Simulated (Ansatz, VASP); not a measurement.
## LiCaCl3 in two plane-wave programs

One calculation is typed for both programs; each brings its own data sets and cutoff. How far apart do they land? The cell is invented: As first built, before any earlier steps moved the atoms (in the runner's words): it takes the KCaCl3 structure with some of its atoms replaced by other elements, volume scaled by an estimate. It may not be a known or stable phase. The cell is taken from a series of VASP runs on this material, whose earlier steps may have relaxed, scaled or displaced it; both programs get it as it stands.

Method: plane waves, with VASP 6.6.1 beside it; zone-centre phonons at LDA, in Ansatz 0.2.0.

## (1) The starting structure

It takes space group Pm-3m (No. 221, cubic). Conventional cell: a = 5.191 Å, b = 5.191 Å, c = 5.191 Å, α = 90.00°, β = 90.00°, γ = 90.00°. Nearest to Ca lie 6 Cl at 2.60 Å. Nearest to Cl lie 2 Ca at 2.60 Å. Li has 12 Cl at 3.67 Å nearest. As first built, before any earlier steps moved the atoms (in the runner's words): sites of the KCaCl3 structure (space group 221) filled with other elements, volume scaled by an estimate. Farther neighbours and most contacts between anions are not listed.

## (2) Ansatz: zone-centre phonons, LDA

Ansatz runs on its default PAW (the set named soft_2) files.

Second derivatives magnify differences that forces hide, and they need a tight electronic threshold.

The input, input.yaml:

```yaml
crystal:
  lattice:
    - [5.1905172462, 0.0, 0.0]
    - [0.0, 5.1905172462, 0.0]
    - [0.0, 0.0, 5.1905172462]
  atoms:
    - { symbol: Ca, position: [0.5, 0.5, 0.5] }
    - { symbol: Cl, position: [0.0, 0.5, 0.5] }
    - { symbol: Cl, position: [0.5, 0.0, 0.5] }
    - { symbol: Cl, position: [0.5, 0.5, 0.0] }
    - { symbol: Li, position: [0.0, 0.0, 0.0] }
hamiltonian:
  xc: lda
  pseudopotentials: { kind: paw }
kpoints:
  mp_grid: { grid: [5, 5, 5] }
scf:
  occupations: { method: fixed }
phonons:
  method: dfpt
  qpoints: [[0, 0, 0]]
  dielectric: true
  rigid_motions: translations
```

Command:

```sh
ansatz run input.yaml --threads 4 --pin off --max-ram 9216MiB --backend cpu --events-out ev --progress --plain --runs-dir out
```

Numbers of over 12 decimals in the logs are rounded to 6 here.

The program printed:

```text
Engine: ansatz 0.2.0, aarch64-unknown-linux-gnu
Pseudopotentials: kind: paw
Pseudopotential: Ca, paw, valence charge 10, recommended cutoff 420 eV (normal), Ca.paw.azcp
Pseudopotential: Cl, paw, valence charge 7, recommended cutoff 420 eV (normal), Cl.paw.azcp
Pseudopotential: Li, paw, valence charge 3, recommended cutoff 420 eV (normal), Li.paw.azcp
Functional definition: SPW92
  exchange = slater_x
  correlation = pw_c
Crystal: 5 atoms, lattice volume = 139.840 Å³
Basis set: ecut = 420 eV, 2777 PW (Γ), exchange–correlation on 72×72×72 points (8 copies of the dense FFT grid, shifted against one another)
Bands: 22, of which v1, the nominal top of the filled ones, is band 17 counted from 1 (16 counted from 0)
Symmetry: 48 space group operations
k-points: 39 of 125 (irreducible under 2 space group operations, time reversal used)
Non-local potential: Ca, projectors of the file, l = 0: 3, l = 1: 2, l = 2: 2
Non-local potential: Cl, projectors of the file, l = 0: 2, l = 1: 2, l = 2: 2
Non-local potential: Li, projectors of the file, l = 0: 3, l = 1: 2, l = 2: 1
PAW form: soft (Blöchl's): semilocal exchange-correlation on the pseudo side does not see the compensation charge
PAW frozen core: Ca, regenerated for the run's functional, and the local potential with it (the file was generated under x = pbe(κ = 0.804, μ = 0.219515), c = pbe(β = 0.066725))
PAW frozen core: Cl, regenerated for the run's functional, and the local potential with it (the file was generated under x = pbe(κ = 0.804, μ = 0.219515), c = pbe(β = 0.066725))
PAW one-centre angular grid: Ca, 110 points (default); XC on 64 Gauss nodes
PAW one-centre angular grid: Cl, 110 points (default); XC on 64 Gauss nodes
PAW one-centre angular grid: Li, 110 points (default); XC on 64 Gauss nodes
Initial density: superposition of atomic densities (neutral atoms: chi_scale 0, normalization atom), corrected by the library's trained network
Initial wavefunctions: pseudopotential atomic-orbital guess
Functional: x = slater, c = lda
SCF iter   1: F=—  HF=-5115.812666 eV  |F-HF|=—  |Δ(HF+E_count)|=         —  Δρ=5.83e-3  dr2=5.14e-2  ethr=1.77e-3  ⟨swp⟩=5.3  Hψ=3979  notcnv=0  defer=93
preconditioner: auto → Resta (q_TF=auto, 2.155 Å⁻¹)  ε∞=2.7  [insulator: Δε(μ)=3.526 eV  Ē_g=13.099 eV  n_scr=26 (ndim 8)  ℏωp=17.2 eV  f_vac=0.176  ε∞_Penn≈2.7]
SCF iter   2: F=—  HF=-5115.796576 eV  |F-HF|=—  |Δ(HF+E_count)|=   1.61e-2  Δρ=2.87e-3  dr2=9.36e-3  ethr=1.51e-4  ⟨swp⟩=2.5  Hψ=1698  notcnv=0  defer=114
SCF iter   3: F=—  HF=-5115.793537 eV  |F-HF|=—  |Δ(HF+E_count)|=   3.04e-3  Δρ=5.48e-4  dr2=5.16e-4  ethr=2.75e-5  ⟨swp⟩=2.2  Hψ=1568  notcnv=0  defer=115
SCF iter   4: F=—  HF=-5115.793462 eV  |F-HF|=—  |Δ(HF+E_count)|=   7.49e-5  Δρ=1.04e-4  dr2=3.29e-5  ethr=1.52e-6  ⟨swp⟩=2.7  Hψ=1199  notcnv=0  defer=111
SCF iter   5: F=—  HF=-5115.793465 eV  |F-HF|=—  |Δ(HF+E_count)|=   2.97e-6  Δρ=2.79e-5  dr2=2.64e-6  ethr=9.67e-8  ⟨swp⟩=1.8  Hψ=1310  notcnv=0  defer=91
SCF iter   6: F=—  HF=-5115.793462 eV  |F-HF|=—  |Δ(HF+E_count)|=   3.13e-6  Δρ=5.89e-6  dr2=6.77e-8  ethr=7.77e-9  ⟨swp⟩=2.0  Hψ=1497  notcnv=0  defer=71
SCF iter   7: F=—  HF=-5115.793462 eV  |F-HF|=—  |Δ(HF+E_count)|=   2.82e-8  Δρ=1.11e-6  dr2=2.23e-9  ethr=1.99e-10  ⟨swp⟩=2.5  Hψ=1328  notcnv=0  defer=71
SCF iter   8: F=-5115.793462 eV  HF=-5115.793462 eV  |F-HF|=4.91e-11  |Δ(HF+E_count)|=   1.87e-9  Δρ=1.99e-7  dr2=6.28e-11  ethr=1.00e-12  ⟨swp⟩=12.5  Hψ=6851  notcnv=0
SCF 1 converged in 8 iterations: F = -5115.793462 eV  dr2 = 6.28e-11
  greatest PAW one-centre occupation: 0.999 electrons in one spin orbital (limit 2), on the Li atom at site 4 (counted from 0), in its partial waves of l = 0
NSCF: frozen V_eff on 7 k-points
DFPT response loops at Γ: preconditioner auto → none (the input reference at scf.mixing.eps_inf says where Resta's filter doesn't serve); β = 0.50; Broyden in place of MSR1
── the response to a field inside a basis, on 6×6×6 k-points: an SCF that follows is theirs, and a resumed run solves both again ──
Bands: 18, of which v1, the nominal top of the filled ones, is band 17 counted from 1 (16 counted from 0)
k-points: 10 of 216
Initial density: handed on by an earlier stage of this run
Initial wavefunctions: pseudopotential atomic-orbital guess (no wavefunctions were taken with the density)
Eigensolver: Dense (10 Hₖ)
SCF iter   1: F=—  HF=-5115.785838 eV  |F-HF|=—  |Δ(HF+E_count)|=         —  Δρ=9.90e-5  dr2=2.63e-6  ethr=1.00e-1
preconditioner: auto → Resta (q_TF=auto, 2.155 Å⁻¹)  ε∞=3.1  [insulator: Δε(μ)=3.843 eV  Ē_g=11.951 eV  n_scr=26 (ndim 8)  ℏωp=17.2 eV  f_vac=0.159  ε∞_Penn≈3.1]
SCF iter   2: F=—  HF=-5115.785838 eV  |F-HF|=—  |Δ(HF+E_count)|=   8.50e-7  Δρ=5.09e-5  dr2=7.41e-7  ethr=7.72e-9
SCF iter   3: F=-5115.785839 eV  HF=-5115.785839 eV  |F-HF|=1.99e-9  |Δ(HF+E_count)|=   3.93e-7  Δρ=3.38e-6  dr2=9.75e-9  ethr=2.18e-9
SCF 1 converged in 3 iterations: F = -5115.785839 eV  dr2 = 9.75e-9
DFPT response loops at Γ: mixed as the last ones told, above
SCF converged after 8 iterations
Free energy (F): -5115.793462 eV
Harris-Foulkes:  -5115.793462 eV  (|F-HF|=4.91e-11)
Internal energy: -5115.793462 eV  (E = F + TS)
E sigma→0 (E₀):  -5115.793462 eV
Fermi energy:    0.632812 eV
--- Per-component energies (eV) ---
  E_band       = -352.196887
  E_kinetic    = 784.034198
  E_local      = -2122.006730  (includes V_loc(G=0)·N_el)
  E_nonlocal   = 124.550500
  E_hartree    = 741.270502
  E_xc         = -464.276868
  E_vxc        = -549.131523  (∫ρ·V_xc dr)
  E_paw        = -2710.694090  (= ΣΔE_a)
  E_vpaw       = -72.184628  (= ΣTr[D̂ρ^β])
  E_aug_tail   = 0.000310  (compensation charges beyond the density's cutoff)
  E_ewald      = -1469.525926
  E_core_change = 0.854641  (= ΣΔE_core)
  E_smearing   = -0.000000  (= −TS)
  E_closure    = 0.000000  (closes the sum)
  Σ components = -5115.793462   (vs F -5115.793462, Δ=0.00e0)
--- Band table (eV; the first three rows and the last of 39) ---
  k-point 0: bands = [... 13 lower, 0.0645, 0.3799, 0.3799, 0.3799, 4.2877, 6.1732, 6.1732, 6.1732, ... 1 higher]
  k-point 1: bands = [... 13 lower, -0.0457, 0.0063, 0.3242, 0.3242, 4.6728, 6.2120, 6.5401, 6.5401, ... 1 higher]
  k-point 2: bands = [... 13 lower, -0.3324, -0.0841, 0.2937, 0.2937, 5.5435, 6.2780, 6.5827, 7.1643, ... 1 higher]
  k-point 38: bands = [... 13 lower, -0.6755, 0.2583, 0.2665, 0.6085, 5.8723, 6.8967, 7.3577, 7.7850, ... 1 higher]
--- Phonons (Γ-DFPT): 4 representative perturbations + reference, on 39 of 125 k-points (Σ response iterations 15) ---
  k mesh reduced under 2 symmetry operations, with k and −k counted as one. Each operation leaves every solved perturbation unchanged. A smaller set is not considered because the run solves the response to a homogeneous field
  ASR residual: 2.407e-4 → 0.000e0 eV/Å²; symmetrization residual: 9.249e-7 eV/Å²
  ASR residual per site (eV/Å²): 2.41e-4 4.67e-5 4.67e-5 4.67e-5 2.72e-5
  Γ frequencies (cm⁻¹): -184.21 -184.21 -184.21 -47.24 -47.24 -47.24 0.00 0.00 0.00 102.26 102.26 102.26 324.24 324.24 324.24
  ε∞ (high-frequency dielectric tensor):
        2.733028    -0.000000     0.000000
       -0.000000     2.733028     0.000000
        0.000000     0.000000     2.733028
  softest optical mode at Γ: -184.21 cm⁻¹; the repairs (sum rule, projections) moved no ω² at Γ by more than (1.48 cm⁻¹)²
  Born effective charges Z* (e; rows j = field, columns β = displacement):
    site 0:
         2.37948   -0.00000    0.00000
        -0.00000    2.37948    0.00000
         0.00000    0.00000    2.37948
    site 1:
        -1.97119   -0.00000    0.00000
        -0.00000   -0.88083    0.00000
        -0.00000    0.00000   -0.88083
    site 2:
        -0.88083    0.00000    0.00000
         0.00000   -1.97119    0.00000
         0.00000    0.00000   -0.88083
    site 3:
        -0.88083    0.00000    0.00000
        -0.00000   -0.88083    0.00000
        -0.00000    0.00000   -1.97119
    site 4:
         1.35337    0.00000    0.00000
        -0.00000    1.35337    0.00000
         0.00000    0.00000    1.35337
  Z* charge neutrality: 1.235e-4 e pre-enforcement
  solved inside a basis spanned on kpoints, on 6×6×6 k-points, its susceptibility summed on 10×10×10: ε∞ is read to err by 5.4e-3, Z* by 1.1e-2 e (field_mesh: kpoints solves on kpoints); Z* is corrected for what the basis lacks
  optical modes at Γ without the LO–TO term, one row a degenerate level:
      ω (cm⁻¹)  modes    IR ((D/Å)²/amu)
       -184.21      3            22.1008
        -47.24      3             0.0000
        102.26      3             0.5292
        324.24      3            16.0302
  optical modes at Γ + LO–TO along q̂ = [1.0000, 0.0000, 0.0000]:
      ω (cm⁻¹)  modes    IR ((D/Å)²/amu)
       -184.21      2            14.7339
        -58.19      1             3.4639
[...]
optical modes at Γ + LO–TO along q̂ = [0.0000, 1.0000, 0.0000]:
      ω (cm⁻¹)  modes    IR ((D/Å)²/amu)
[...]
379.82      1             8.6074
  optical modes at Γ + LO–TO along q̂ = [0.0000, 0.0000, 1.0000]:
      ω (cm⁻¹)  modes    IR ((D/Å)²/amu)
       -184.21      2            14.7339
        -58.19      1             3.4639
        -47.24      3             0.0000
        102.26      2             0.3528
        112.65      1             0.8154
        324.24      2            10.6868
        379.82      1             8.6074
--- Phonons (arbitrary-q DFPT): 1 explicit q-point ---
  q = [0, 0, 0] (of the zone-centre solve; hermiticity 1.86e-7, symmetrization 8.91e-8): -184.21 -184.21 -184.21 -47.24 -47.24 -47.24 -0.00 -0.00 0.00 102.26 102.26 102.26 324.24 324.24 324.24
  sum rule: each row above includes the acoustic sum rule's correction from the zone centre's row sums; it moved no ω² by more than (1.28 cm⁻¹)²
```

Run time: 29 s. Hardware: 4 threads of Arm Neoverse V2, shared host; peak memory 0.78 GiB.

Reading the cycles: dr2 is the Hartree energy of the density residual (eV), the measure of convergence; HF is the Harris–Foulkes estimate of the energy, which meets the free energy F at convergence.

[end of part 1 of 3]

[Lines on the potential files, build, host, timing and source positions are cut from VASP's logs without a mark.]

[Logs are printed without paths, hosts, clocks, repeated set-up lines and the standing remarks that a program may print on its own settings, such as how far it seeks lower states.]

[Hosts, paths, dates, database ids (printed as entryN), source tags and the programs' standing remarks are cut or masked in the printed files.]
